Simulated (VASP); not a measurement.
An input for Quantum ESPRESSO's pw.x (written as the equivalent of a VASP run, and not itself run):

```
&CONTROL
  calculation = 'scf'
  pseudo_dir = './pseudo'
  outdir = './out'
  tprnfor = .true.
  tstress = .true.
/
&SYSTEM
  ibrav = 0
  nat = 8
  ntyp = 2
  ecutwfc = 98
  occupations = 'smearing'
  smearing = 'fermi-dirac'
  degauss = 0.00735
  input_dft = 'pz'
  nspin = 2
  starting_magnetization(2) = 0.2
/
&ELECTRONS
  conv_thr = 7.3e-08
  electron_maxstep = 100
/
ATOMIC_SPECIES
  Sb 121.760 Sb.upf
  Ni 58.693 Ni.upf
CELL_PARAMETERS angstrom
     4.3010000    0.0000000    0.0000000
     0.0000000    5.3500000    0.0000000
     0.0000000    0.0000000    4.5260000
ATOMIC_POSITIONS crystal
  Sb   0.0000730  0.0014510  0.6530670
  Sb   0.4916710  0.5015530  0.3330320
  Ni   0.0112450  0.2489230  0.1706900
  Ni  -0.0004800  0.7527690  0.1609970
  Ni   0.4990010  0.7518930  0.8332080
  Ni   0.5027640  0.2441990  0.8461850
  Ni   0.5136930  0.0040210  0.3359050
  Ni  -0.0179670  0.4951920  0.6669170
K_POINTS automatic
  3 3 3 0 0 0
```

Task: Write the VASP files for the same calculation (LDA).

Result: Several could match; the one computed here: 
### KPOINTS
```
Automatic mesh
0
Gamma
3 3 3
0 0 0
```

### POSCAR
```
Ni3Sb
1.0
  4.3010000000   0.0000000000   0.0000000000
  0.0000000000   5.3500000000   0.0000000000
  0.0000000000   0.0000000000   4.5260000000
Sb Ni
2 6
Cartesian
  0.0003139730   0.0077628500   2.9557812420
  2.1146769710   2.6833085500   1.5073028320
  0.0483647450   1.3317380500   0.7725429400
 -0.0020644800   4.0273141500   0.7286724220
  2.1462033010   4.0226275500   3.7710994080
  2.1623879640   1.3064646500   3.8298333100
  2.2093935930   0.0215123500   1.5203060300
 -0.0772760670   2.6492772000   3.0184663420
```

**INCAR**
```
SYSTEM  =  Ni3Sb
PREC  =  Accurate; ENCUT  =  300; LREAL  =  F
LASPH  =  T
EDIFF  =  1E-6; NELM  =  100; ALGO  =  Normal
LMAXMIX  =  4
ISMEAR  =  -1; SIGMA  =  0.1
MAGMOM  =  2*0.0 6*2.0
ISPIN  =  2
ISIF  =  2
LWAVE  =  F; LCHARG  =  F; LORBIT  =  11
```

POTCAR, in this order: Sb Ni (LDA.64 set). Program: vasp_std.

What does not carry over: the potentials are each code's own (VASP's PAW set, PseudoDojo norm-conserving files in pw.x), so ENCUT and ecutwfc are chosen apart and not converted; conv_thr bounds pw.x's estimated SCF error, while EDIFF bounds the energy change between steps; starting_magnetization is a fraction of the valence charge and MAGMOM a moment in μB, so they match only roughly.

The structure comes from a measured Ni3Sb entry of the Crystallography Open Database, whose conditions weren't checked. The cell was not relaxed at this level, atoms are displaced from their ideal sites. The k-mesh is coarse (spacing up to 0.49 per Å, 2π included), so the numbers may not be converged in it.
